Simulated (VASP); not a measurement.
MgTi2N2:

```
Mg Ti N
1.0
    -2.20893    2.20893    3.33228
     2.20893   -2.20893    3.33228
     2.20893    2.20893   -3.33228
Mg Ti N
1 2 2
Direct
  0.00000 0.00000 0.00000
  0.66704 0.66704 0.00000
  0.33296 0.33296 0.00000
  0.50000 0.00000 0.50000
  0.00000 0.50000 0.50000
```

The cell was built by a generator and needn't be a form met in nature.

| Quantity | Value |
| --- | --- |
| Program | VASP 6.6.1 |
| Task | relaxation of cell and atoms |
| Functional | PBE |
| Potentials or basis | VASP PAW PBE potentials, release 64 (Mg, Ti_sv, N) |
| Cutoff | 520 eV |
| k mesh | 5 × 5 × 5 |
| Occupations | gaussian, width 0.15 eV |
| Spin | no spin polarisation |

At the start: pressure -10.4 GPa; volume 13.01 Å³/atom.

Question: Where does the relaxation end?

Answer: Over 9 steps the energy falls by 886.9 meV/atom and the volume is 13.19 Å³/atom (+1.4 %); space group I4/mmm (No. 139, to 0.05 Å).

The path:
| step | energy change (eV) | largest force (eV/Å) | pressure (GPa) | volume (Å³) |
| --- | --- | --- | --- | --- |
| 1 | 0.0000 | 3.9623 | -10.38 | 65.04 |
| 2 | -3.7554 | 0.0927 | 26.34 | 55.65 |
| 3 | -3.8127 | 0.3354 | 14.69 | 56.94 |
| 4 | -3.8145 | 0.0628 | 17.00 | 56.55 |
| 5 | -4.2400 | 1.9982 | -5.52 | 65.77 |
| 6 | -4.2625 | 1.7567 | -2.00 | 63.85 |
| 7 | -4.4233 | 0.2085 | -0.11 | 65.95 |
| 8 | -4.4237 | 0.2289 | -0.50 | 65.98 |
| 9 | -4.4347 | 0.0237 | 0.31 | 65.97 |

Final structure:
```cif
data_structure
_symmetry_space_group_name_H-M 'P 1'
_symmetry_Int_Tables_number 1
_cell_length_a 5.1500
_cell_length_b 5.1500
_cell_length_c 5.1500
_cell_angle_alpha 135.582
_cell_angle_beta 135.582
_cell_angle_gamma 64.627
_cell_volume 65.97
loop_
_atom_site_label
_atom_site_type_symbol
_atom_site_fract_x
_atom_site_fract_y
_atom_site_fract_z
_atom_site_occupancy
Mg1 Mg 0.00000 0.00000 0.00000 1
Ti1 Ti 0.62633 0.62633 0.00000 1
Ti2 Ti 0.37367 0.37367 0.00000 1
N1 N 0.50000 0.00000 0.50000 1
N2 N 0.00000 0.50000 0.50000 1
```

Caveat: the k mesh is coarse (spacing up to 0.40 Å⁻¹), so the values aren't converged; the relaxation stopped at a loose force limit of 0.08 eV/Å, so its end isn't a converged minimum.
